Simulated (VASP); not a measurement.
```xyz
6
Lattice="4.6087 0.0000 0.0000 0.0000 4.6087 0.0000 0.0000 0.0000 2.9606" Properties=species:S:1:pos:R:3 pbc="T T T"
Ti     0.0000     0.0000     0.0000
Ti     2.3043     2.3043     1.4803
O      1.4025     1.4025     0.0000
O      3.7069     0.9018     1.4803
O      0.9018     3.7069     1.4803
O      3.2062     3.2062     0.0000
```

Method: PBE GGA with D3 dispersion (Becke-Johnson damping), VASP's PBE PAW potentials (set 64) (plane waves; VASP 6.6.1). Run with 520 eV cut-off, 6×6×8 Γ-centred mesh, tetrahedra with Blöchl corrections, potentials Ti_sv O.

The cores are frozen, which limits the accuracy of field gradients.

### Question
Give the principal components of the electric field gradient (V/Å²) and the asymmetry η at each nucleus.

### Answer

| atom | Vxx | Vyy | Vzz | η |
|---|---|---|---|---|
| Ti1 | 12.9 | 7.0 | -19.9 | 0.29 |
| Ti2 | 12.9 | 7.0 | -19.9 | 0.29 |
| O3 | -22.4 | -0.9 | 23.3 | 0.92 |
| O4 | -22.4 | -0.9 | 23.3 | 0.92 |
| O5 | -22.4 | -0.9 | 23.3 | 0.92 |
| O6 | -22.4 | -0.9 | 23.3 | 0.92 |

The compound is TiO2 in the rutile structure. It was relaxed first.
